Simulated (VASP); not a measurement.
# OMgFH: electron localisation function with PBE

OMgFH, in a box:

```xyz
4
Lattice="10.0000 0.0000 0.0000 0.0000 14.0000 0.0000 0.0000 0.0000 10.0000" Properties=species:S:1:pos:R:3 pbc="T T T"
O     4.9381    8.2870    4.7609
Mg    4.9310    6.5601    5.0660
F     4.8792    4.8322    5.3437
H     5.1468    9.2098    4.7243
```

```yaml
Program: VASP 6.6.1
Task: electron localisation function
Functional: PBE
Potentials_or_basis: VASP PAW PBE potentials, release 64 (O, Mg, F, H)
Cutoff: 520 eV
k_mesh: 1 × 1 × 1
Occupations: gaussian, width 0.01 eV
Spin: no spin polarisation
Further_INCAR_settings: ALGO = Normal; EDIFF = 1e-06
```

```
Largest force                   : 0.631 eV/Å
Gap between the frontier levels : 4.47 eV
```

Forces in eV/Å, atoms in the order of the input:
```
O   -0.155 -0.350 -0.037
Mg   0.025  0.051  0.004
F   -0.015 -0.315  0.051
H    0.145  0.614 -0.017
```

Levels at points of the mesh, in eV from the valence-band top:
```
           k point  band 4  band 5  band 6  band 7  band 8  band 9  band 10  band 11  band 12
(0.00, 0.00, 0.00)   -2.02   -1.40   -1.40   -0.03    0.00    4.47     6.51     6.62     6.63
```

Run time: 2.2 min on 1 thread of AMD EPYC 7R43 64-Core Processor (Zen 3) (shared host), peak memory 1.1 GiB.

Expect the measured gap to be larger: semilocal functionals such as PBE lack the derivative discontinuity.
